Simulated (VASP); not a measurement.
Input for VASP

### KPOINTS
```
K-points
0
G
 5 5 5
0 0 0
```

### INCAR
```
AEXX = 0.25
ALGO = Normal
EDIFF = 1E-6
ENCUT = 300
GGA = PE
HFSCREEN = 0.2
ISIF = 2
ISMEAR = 0
ISYM = 3
LASPH = T
LCHARG = F
LHFCALC = T
LMAXMIX = 4
LREAL = F
LWAVE = F
NELM = 100
PREC = Accurate
PRECFOCK = Fast
SIGMA = 0.01
SYSTEM = BaS
```

**POSCAR**
```
BaS
1
    0.0000000000     3.2905110000     3.2905110000
    3.2905110000     0.0000000000     3.2905110000
    3.2905110000     3.2905110000     0.0000000000
Ba S
1 1
Direct
  0.0000000000   0.0000000000   0.0000000000
  0.5000000000   0.5000000000   0.5000000000
```

POTCAR, in this order: Ba_sv S (PBE.64 set). Program: vasp_std.

**Question.** Write an equivalent input for Quantum ESPRESSO's pw.x.

**Answer.** One equivalent input (not run):
```
&CONTROL
  calculation = 'scf'
  pseudo_dir = './pseudo'
  outdir = './out'
  tprnfor = .true.
  tstress = .false.
/
&SYSTEM
  ibrav = 0
  nat = 2
  ntyp = 2
  ecutwfc = 56.6
  occupations = 'smearing'
  smearing = 'gaussian'
  degauss = 0.000735
  input_dft = 'hse'
  nqx1 = 5
  nqx2 = 5
  nqx3 = 5
  screening_parameter = 0.1058
/
&ELECTRONS
  conv_thr = 7.3e-08
  electron_maxstep = 100
/
ATOMIC_SPECIES
  Ba 137.327 Ba.upf
  S 32.060 S.upf
CELL_PARAMETERS angstrom
     0.0000000    3.2905110    3.2905110
     3.2905110    0.0000000    3.2905110
     3.2905110    3.2905110    0.0000000
ATOMIC_POSITIONS crystal
  Ba   0.0000000  0.0000000  0.0000000
  S    0.5000000  0.5000000  0.5000000
K_POINTS automatic
  5 5 5 0 0 0
```
What does not carry over: the potentials are each code's own (VASP's PAW set, PseudoDojo norm-conserving files in pw.x), so ENCUT and ecutwfc are chosen apart and not converted; conv_thr bounds pw.x's estimated SCF error, while EDIFF bounds the energy change between steps.

The structure comes from a computed database's BaS entry; how it stands against other phases isn't given here. The cell was not relaxed at this level.
